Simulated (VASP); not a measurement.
# A VASP study of BaY (PW91): structure first, properties next, part 8 of 8

What structure does BaY take at this level, and what are its properties? The cell is invented: other elements were put on sites of a known structure type. It may not be a known or stable phase.

VASP 6.6.1, plane waves and PAW; the level of theory is named at each step.

Still holding for the runs below: The k-mesh is coarse for a metal.

So far. Step 15 (Volume scan with PW91 (run 6)): The run ends at a pressure of -0.69 GPa, with forces up to 0.0039 eV/Å. Step 16 (Volume scan with PW91 (run 7)): The pressure falls from -0.69 to -0.99 GPa. The parabola predicted -0.98 GPa, +0.01 GPa off.

The structure was built from a prototype and need not be the compound's stable phase.

### 17. Side by side

Times are for 2 MPI ranks of AMD EPYC 7R43, shared host. The runs compared:

```csv
no.,volume scale,energy above the lowest point (meV/atom),pressure (GPa),time,memory (GiB)
1,0.94,9.43,1.243,55 s,0.42
2,0.96,4.07,0.7869,57 s,0.43
3,0.98,0.99,0.3713,56 s,0.42
4,1,0,-0.008768,48 s,0.43
5,1.02,0.95,-0.3604,47 s,0.43
6,1.04,3.7,-0.6869,61 s,0.43
7,1.06,8.12,-0.9886,65 s,0.45
```

### 18. Fit for PW91

This step: Birch-Murnaghan fit, PW91; plane waves and PAW; invented cell (VASP 6.6.1).

Derived from the runs above.

This step gave:

```yaml
pressure_derivative_of_the_bulk_modulus: 2.832
r_m_s_error_of_the_fit: 2.18e-6 eV/atom
minimum_inside_the_sampled_range: yes
bulk_modulus: 18.22 GPa
equilibrium_volume_of_the_fit: 42.67 Å³/atom
```

The energy above the fitted minimum by volume:

```csv
volume (Å³/atom),energy above the fitted minimum (eV/atom)
40.12,0.00943
40.97,0.00407
41.82,9.9e-4
42.68,2.5e-6
43.53,9.5e-4
44.38,0.00370
45.24,0.00812
```

The fit over cells of fixed shape and fractional positions puts the volume -0.01 % from the relaxed one.

### 19. Bands along the symmetry lines (PW91) with a changed input

This step: PW91; plane waves and PAW (Ba_sv, Y_sv); invented cell (VASP 6.6.1).

Levels along the symmetry lines show where the bands peak and cross; KPOINTS_OPT computes them in the converged potential. Some settings are moved from the usual, to see what they do.

File INCAR:

```
SYSTEM = BaY
PREC = Accurate
ENCUT = 300
EDIFF = 1E-06
NELM = 100
ISMEAR = 1
SIGMA = 0.2
LREAL = .FALSE.
ALGO = Normal
GGA = 91
NBANDS = 35
LORBIT = 11
LWAVE = .FALSE.
LCHARG = .FALSE.
KPAR = 2
LMAXMIX = 6
```

File POSCAR:

```
BaY
1.0
    5.4572138773      0.0000000000      0.0000000000
    0.0000000000      5.4572138773      0.0000000000
    0.0000000000      0.0000000000      5.7319970692
Ba Y
2 2
Direct
    0.5000000000      0.0000000000      0.4995906171
    0.0000000000      0.5000000000      0.5004093829
    0.0000000000      0.0000000000      0.0000000000
    0.5000000000      0.5000000000      0.0000000000
```

File KPOINTS:

```
Automatic mesh
0
Gamma
5 5 5
0 0 0
```

File KPOINTS_OPT:

```
Line mode
16
Line-mode
Reciprocal
  0.00000000   0.00000000   0.00000000 GAMMA
  0.00000000   0.50000000   0.00000000 X

  0.00000000   0.50000000   0.00000000 X
  0.50000000   0.50000000   0.00000000 M

  0.50000000   0.50000000   0.00000000 M
  0.00000000   0.00000000   0.00000000 GAMMA

  0.00000000   0.00000000   0.00000000 GAMMA
  0.00000000   0.00000000   0.50000000 Z

  0.00000000   0.00000000   0.50000000 Z
  0.00000000   0.50000000   0.50000000 R

  0.00000000   0.50000000   0.50000000 R
  0.50000000   0.50000000   0.50000000 A

  0.50000000   0.50000000   0.50000000 A
  0.00000000   0.00000000   0.50000000 Z

  0.00000000   0.50000000   0.00000000 X
  0.00000000   0.50000000   0.50000000 R

  0.50000000   0.50000000   0.00000000 M
  0.50000000   0.50000000   0.50000000 A
```

PAW data sets: Ba_sv and Y_sv (PBE family, release 64).

Started as:

```
$ mpirun -np 2 vasp_std
```

What it wrote:

```text
[... set-up lines as in an earlier step ...]
 entering main loop
       N       E                     dE             d eps       ncg     rms          rms(c)
DAV:   1     0.197047800307E+03    0.19705E+03   -0.14113E+04  1292   0.713E+02
DAV:   2    -0.248700721611E+01   -0.19953E+03   -0.19240E+03  1631   0.199E+02
DAV:   3    -0.166509489795E+02   -0.14164E+02   -0.13918E+02  1826   0.414E+01
DAV:   4    -0.173307190568E+02   -0.67977E+00   -0.67861E+00  1904   0.817E+00
DAV:   5    -0.173510110891E+02   -0.20292E-01   -0.20287E-01  1695   0.119E+00    0.209E+01
DAV:   6    -0.154642997095E+02    0.18867E+01   -0.56438E+00  1540   0.508E+00    0.147E+01
DAV:   7    -0.154374776827E+02    0.26822E-01   -0.91898E-01  1813   0.244E+00    0.775E+00
DAV:   8    -0.154513585637E+02   -0.13881E-01   -0.14808E-01  1681   0.129E+00    0.791E-01
DAV:   9    -0.154486573310E+02    0.27012E-02   -0.20850E-02  1637   0.365E-01    0.406E-01
DAV:  10    -0.154480084125E+02    0.64892E-03   -0.23660E-03  1668   0.186E-01    0.201E-01
DAV:  11    -0.154479799922E+02    0.28420E-04   -0.61955E-04  1677   0.874E-02    0.559E-02
DAV:  12    -0.154479812623E+02   -0.12700E-05   -0.55346E-05  1925   0.169E-02    0.219E-02
DAV:  13    -0.154479818739E+02   -0.61167E-06   -0.69141E-06  1669   0.952E-03
   1 F= -.15447982E+02 E0= -.15448341E+02  d E =0.107750E-02
 Start KPOINTS_OPT (optional k-point list driver)
k-point batch [1-18\144]
       N       E                     dE             ncg
DAV:   1    -0.749936803401E+04   -0.13173E+05     1300
DAV:   2    -0.110838143823E+05   -0.35844E+04     1607
DAV:   3    -0.113533148932E+05   -0.26950E+03     1960
DAV:   4    -0.113653625298E+05   -0.12048E+02     1856
DAV:   5    -0.113656802980E+05   -0.31777E+00     1802
DAV:   6    -0.113656864861E+05   -0.61882E-02     1912
DAV:   7    -0.113656866415E+05   -0.15537E-03     1677
DAV:   8    -0.113656866451E+05   -0.35932E-05     1440
DAV:   9    -0.113656866452E+05   -0.11027E-06     1152
[...]
k-point batch [127-144\144]
       N       E                     dE             ncg
DAV:   1    -0.733526624038E+04   -0.22297E+05     1292
DAV:   2    -0.109499566412E+05   -0.36147E+04     1575
DAV:   3    -0.112805218036E+05   -0.33057E+03     2084
DAV:   4    -0.112922635200E+05   -0.11742E+02     1706
DAV:   5    -0.112925921506E+05   -0.32863E+00     1766
DAV:   6    -0.112925960826E+05   -0.39320E-02     1725
DAV:   7    -0.112925962045E+05   -0.12184E-03     1685
DAV:   8    -0.112925962065E+05   -0.20799E-05     1280
DAV:   9    -0.112925962066E+05   -0.73725E-07      957
```

The job ended after 2.3 min (2 MPI ranks of AMD EPYC 7R43, shared host; peak memory 0.38 GiB).

Parts of OUTCAR (step 19):

```text
   ENCUT  =  300.0 eV  22.05 Ry    4.70 a.u.   7.71  7.71  8.10*2*pi/ulx,y,z

   NELECT =      42.0000    total number of electrons

 E-fermi :   2.5130

 k-point     1 :       0.0000    0.0000    0.0000
  band No.  band energies     occupation
    ...
     19       1.2705      2.00000
     20       1.4329      2.00000
     21       1.8904      2.00010
     22       1.8904      2.00010
     23       1.9782      2.00103
     24       4.1594     -0.00000
     25       4.2243     -0.00000
     26       4.2243     -0.00000
     27       4.7224     -0.00000
     28       4.8584     -0.00000
    ...

  Total       -0.0936226     -0.0936226     -0.0833967      0.0000000      0.0000000     -0.0000000
  in kB       -0.8787055     -0.8787055     -0.7827288      0.0000000      0.0000000     -0.0000000
  external PRESSURE =      -0.8467132 kB  Pullay stress =       0.0000000 kB

 POSITION                                       TOTAL-FORCE (eV/Angst)
 -----------------------------------------------------------------------------------
      2.72861      0.00000      2.86365         0.000000      0.000000      0.003966
      0.00000      2.72861      2.86835        -0.000000      0.000000     -0.003966
      0.00000      0.00000      0.00000         0.000000     -0.000000      0.000000
      2.72861      2.72861      0.00000        -0.000000      0.000000      0.000000
 -----------------------------------------------------------------------------------
    total drift:                                0.000000     -0.000000     -0.000000

  FREE ENERGIE OF THE ION-ELECTRON SYSTEM (eV)
  ---------------------------------------------------
  free  energy   TOTEN  =       -15.4479818739 eV

  energy  without entropy=      -15.4490593695  energy(sigma->0) =      -15.44834104

[... 6 parts as in an earlier step ...]

[... 10 further parts left out ...]
```

The run converged, and its energy and pressure stay near those of the sound run.

Against the sound run on this cell (band structure (PW91)) the energy at zero smearing moves by -0.1 meV an atom and the pressure by -0.06 GPa.

Settings moved from the usual: LMAXMIX = 6 and ENCUT = 300.

The cutoff falls from 400 to 300 eV, which shrinks the basis; the stress suffers most (Pulay stress), and PAW energies need not rise evenly as the basis shrinks. LMAXMIX acts on the way to self-consistency or on speed; a fully converged result doesn't depend on them, though slow mixing can meet EDIFF with the stress still off.

### 20. What came out

```json
{
 "relaxed volume": "42.68 Å³/atom",
 "relaxed conventional cell a, b, c": "3.859, 3.859, 5.732 Å",
 "space group after relaxing, within 0.02 Å (lengths above averaged to it)": "P4/mmm (No. 123)",
 "band gap": "none, a metal",
 "DOS at the Fermi level": "7.87 states/eV/cell",
 "band gap (PW91 + SOC)": "none, a metal",
 "highest zone-centre mode": "111 cm⁻¹",
 "bulk modulus from the fit": "18.2 GPa",
 "volume from the fit": "42.7 Å³/atom"
}
```

What this shows: With PW91, BaY relaxes to 42.68 Å³/atom in space group P4/mmm, comes out as a metal and has a bulk modulus of 18.2 GPa. Band structure (PW91): Of the bands kept, 3 cross the Fermi level on this path. Band structure (PW91 + SOC): Of the bands kept, 6 cross the Fermi level on this path (spinor bands, one electron each). Zone-centre phonons (PW91): The highest mode in this list at Γ, 111.4 cm⁻¹, has its largest share on Y (61 % of the kinetic energy). LASPH was switched on together with spin-orbit coupling, so shifts put down to the coupling hold both changes, and that of the mesh where it differs. The k-sampling is coarse for a metal, so the Fermi level, pressures and the shape of the cell carry errors. Modes at Γ alone can't show that the crystal is stable at other wave vectors. No search among competing phases was made. All values are for a static lattice at zero temperature.

[Lines on the potential files, build, host, timing and source positions are cut from VASP's logs without a mark.]

[Logs are printed without paths, hosts, clocks, repeated set-up lines and the standing remarks that a program may print on its own settings, such as how far it seeks lower states.]

[Hosts, paths, dates, database ids (printed as entryN), source tags and the programs' standing remarks are cut or masked in the printed files.]

[A measured line is paired with the nearest computed mode of its activity, which favours agreement.]

[In band tables of VASP the shares of atoms and orbitals are scaled to a sum of 1 inside the atoms' spheres.]
